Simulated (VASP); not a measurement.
Method: r2SCAN meta-GGA, VASP's PBE PAW potentials (set 64) (plane waves; VASP).

VASP ran on this input.

POSCAR:
```
HfB2
3.4821230
  0.4497285726  -0.7789528035   0.0000000000
  0.4497285726   0.7789528035   0.0000000000
  0.0000000000   0.0000000000   0.9999999532
Hf B
1 2
Cartesian
  0.0000000000   0.0000000000   0.0000000000
  0.4497285726   0.2596514538   0.5143590328
  0.4497285726  -0.2596514538   0.4999999766
```

### KPOINTS
```
Regular mesh
0
Gamma
10 10 8
0 0 0
```

INCAR:
```
NELM = 100   # most electronic steps
LCHARG = .FALSE.
ISMEAR = 1   # Methfessel-Paxton
LASPH = .TRUE.   # aspherical one-centre terms
SYSTEM = HfB2
ISIF = 2
LMIXTAU = .TRUE.
ALGO = Normal
LMAXMIX = 6
PREC = Accurate
ENCUT = 600   # plane-wave cut-off (eV)
LREAL = .FALSE.
METAGGA = R2SCAN
SIGMA = 0.1   # width (eV)
LWAVE = .FALSE.
EDIFF = 1E-7   # SCF stop (eV)
```

POTCAR, in this order: Hf_pv B (PBE.64 set). Program: vasp_std.

The resulting files:

### OUTCAR
```
 ion  position               nearest neighbor table
   1  0.000  0.000  0.000-   2 2.48   2 2.48   2 2.48   3 2.51   3 2.51   3 2.51   3 2.51   3 2.51
                             3 2.51   2 2.55   2 2.55   2 2.55
   2  0.333  0.667  0.514-   3 1.81   3 1.81   3 1.81   1 2.48   1 2.48   1 2.48   1 2.55   1 2.55
                             1 2.55
   3  0.667  0.333  0.500-   2 1.81   2 1.81   2 1.81   1 2.51   1 2.51   1 2.51   1 2.51   1 2.51
                             1 2.51
  LATTYP: Found a hexagonal cell.
 ALAT       =     3.1320206124
 C/A-ratio  =     1.1117815838
 Subroutine PRICEL returns:
 Original cell was already a primitive cell.
 Subroutine GETGRP returns: Found  6 space group operations
The static configuration has the point symmetry C_3v.
The dynamic configuration has the point symmetry C_3v.
 Subroutine INISYM returns: Found  6 space group operations
 Subroutine IBZKPT returns following result:
 Found     94 irreducible k-points:

 Following reciprocal coordinates:
            Coordinates               Weight
  0.000000  0.000000  0.000000      1.000000
  0.100000 -0.000000  0.000000      6.000000
  0.200000 -0.000000  0.000000      6.000000
  0.300000  0.000000  0.000000      6.000000
  0.400000  0.000000  0.000000      6.000000
  0.500000  0.000000  0.000000      3.000000
  0.100000  0.100000  0.000000      6.000000
  0.200000  0.100000  0.000000     12.000000
  0.300000  0.100000  0.000000     12.000000
  0.400000  0.100000  0.000000     12.000000
  0.200000  0.200000  0.000000      6.000000
  0.300000  0.200000  0.000000     12.000000
  0.400000  0.200000  0.000000      6.000000
  0.300000  0.300000  0.000000      6.000000
  0.000000  0.000000  0.125000      2.000000
  0.100000 -0.000000  0.125000      6.000000
 -0.000000  0.100000  0.125000      6.000000
  0.200000 -0.000000  0.125000      6.000000
 -0.000000  0.200000  0.125000      6.000000
  0.300000  0.000000  0.125000      6.000000
  0.000000  0.300000  0.125000      6.000000
  0.400000  0.000000  0.125000      6.000000
  0.000000  0.400000  0.125000      6.000000
  0.500000  0.000000  0.125000      6.000000
  0.100000  0.100000  0.125000     12.000000
  0.200000  0.100000  0.125000     12.000000
 -0.100000  0.300000  0.125000     12.000000
  0.300000  0.100000  0.125000     12.000000
 -0.100000  0.400000  0.125000     12.000000
  0.400000  0.100000  0.125000     12.000000
 -0.100000  0.500000  0.125000     12.000000
  0.200000  0.200000  0.125000     12.000000
  0.300000  0.200000  0.125000     12.000000
 -0.200000  0.500000  0.125000     12.000000
  0.400000  0.200000  0.125000     12.000000
  0.300000  0.300000  0.125000     12.000000
  0.000000  0.000000  0.250000      2.000000
  0.100000 -0.000000  0.250000      6.000000
 -0.000000  0.100000  0.250000      6.000000
  0.200000 -0.000000  0.250000      6.000000
   k-points           NKPTS =     94   k-points in BZ     NKDIM =     94   number of bands    NBANDS=     12
   number of dos      NEDOS =    301   number of ions     NIONS =      3
   total plane-waves  NPLWV =  21952
   dimension x,y,z NGX =    28 NGY =   28 NGZ =   28
   dimension x,y,z NGXF=    56 NGYF=   56 NGZF=   56
   ions per type =               1   2
   PREC   = accura    normal or accurate (medium, high low for compatibility)
   ISTART =      0    job   : 0-new  1-cont  2-samecut
   ICHARG =      2    charge: 1-file 2-atom 10-const
   ISPIN  =      1    spin polarized calculation?
   LNONCOLLINEAR =      F non collinear calculations
   LSORBIT =      F    spin-orbit coupling
   INIWAV =      1    electr: 0-lowe 1-rand  2-diag
   ENCUT  =  600.0 eV  44.10 Ry    6.64 a.u.   6.26  6.26  6.95*2*pi/ulx,y,z
...
```

File OSZICAR:
```
       N       E                     dE             d eps       ncg     rms          rms(c)
DAV:   1    -0.333800241503E+01   -0.33380E+01   -0.95125E+03  2256   0.147E+03
DAV:   2    -0.659819692117E+02   -0.62644E+02   -0.58870E+02  2812   0.269E+02
DAV:   3    -0.681377558579E+02   -0.21558E+01   -0.21038E+01  3004   0.368E+01
DAV:   4    -0.681586205077E+02   -0.20865E-01   -0.20830E-01  2752   0.377E+00
DAV:   5    -0.681588309340E+02   -0.21043E-03   -0.21040E-03  2944   0.327E-01    0.580E+01
DAV:   6    -0.630620876180E+02    0.50967E+01   -0.47754E+00  2760   0.178E+01    0.398E+01
DAV:   7    -0.628191001719E+02    0.24299E+00   -0.13997E+00  2916   0.114E+01    0.549E+00
DAV:   8    -0.630216180198E+02   -0.20252E+00   -0.80576E-01  2512   0.113E+01    0.637E+00
DAV:   9    -0.629896085287E+02    0.32009E-01   -0.65444E-01  2772   0.780E+00    0.572E+00
DAV:  10    -0.630633135810E+02   -0.73705E-01   -0.66772E-02  2680   0.221E+00    0.135E+00
DAV:  11    -0.630735434900E+02   -0.10230E-01   -0.33100E-02  2640   0.181E+00    0.698E-01
DAV:  12    -0.630760814854E+02   -0.25380E-02   -0.20357E-03  2692   0.448E-01    0.145E-01
DAV:  13    -0.630769647424E+02   -0.88326E-03   -0.86561E-04  2648   0.315E-01    0.563E-02
DAV:  14    -0.630768125799E+02    0.15216E-03   -0.23776E-04  2564   0.182E-01    0.143E-01
DAV:  15    -0.630769201668E+02   -0.10759E-03   -0.34229E-05  2628   0.600E-02    0.801E-02
DAV:  16    -0.630769622337E+02   -0.42067E-04   -0.36157E-05  2664   0.613E-02    0.322E-03
DAV:  17    -0.630769624519E+02   -0.21823E-06   -0.16295E-06  2852   0.130E-02    0.278E-03
DAV:  18    -0.630769624277E+02    0.24158E-07   -0.63028E-08  1632   0.253E-03
   1 F= -.63076962E+02 E0= -.63076842E+02  d E =-.360600E-03
```

**OUTCAR**
```
------------------------ aborting loop because EDIFF is reached ----------------------------------------
  FORCE on cell =-STRESS in cart. coord.  units (eV):
  Direction    XX          YY          ZZ          XY          YZ          ZX
  --------------------------------------------------------------------------------------
  Total        0.0241304      0.0241305      0.0155577     -0.0000000      0.0000000      0.0000000
  in kB        1.3069291      1.3069293      0.8426207     -0.0000000      0.0000000      0.0000000
  external PRESSURE =       1.1521597 kB  Pullay stress =       0.0000000 kB
  volume of cell :       29.58
      direct lattice vectors                 reciprocal lattice vectors
     1.566010206 -2.712409473  0.000000000     0.319282721 -0.184337949  0.000000000
     1.566010206  2.712409473  0.000000000     0.319282721  0.184337949  0.000000000
     0.000000000  0.000000000  3.482122837     0.000000000  0.000000000  0.287181138
 POSITION                                       TOTAL-FORCE (eV/Angst)
 -----------------------------------------------------------------------------------
      0.00000      0.00000      0.00000        -0.000000     -0.000000      0.385833
      1.56601      0.90414      1.79106         0.000000      0.000000     -0.480939
      1.56601     -0.90414      1.74106        -0.000000     -0.000000      0.095106
 -----------------------------------------------------------------------------------
    total drift:                                0.000000      0.000000     -0.000011
  FREE ENERGIE OF THE ION-ELECTRON SYSTEM (eV)
  ---------------------------------------------------
  free  energy   TOTEN  =       -63.0769624277 eV

  energy  without entropy=      -63.0766018280  energy(sigma->0) =      -63.07684223
```
(Selected blocks of OUTCAR.)

The compound is HfB2 in the AlB2 type structure. This cell was strained or had an atom moved on purpose.
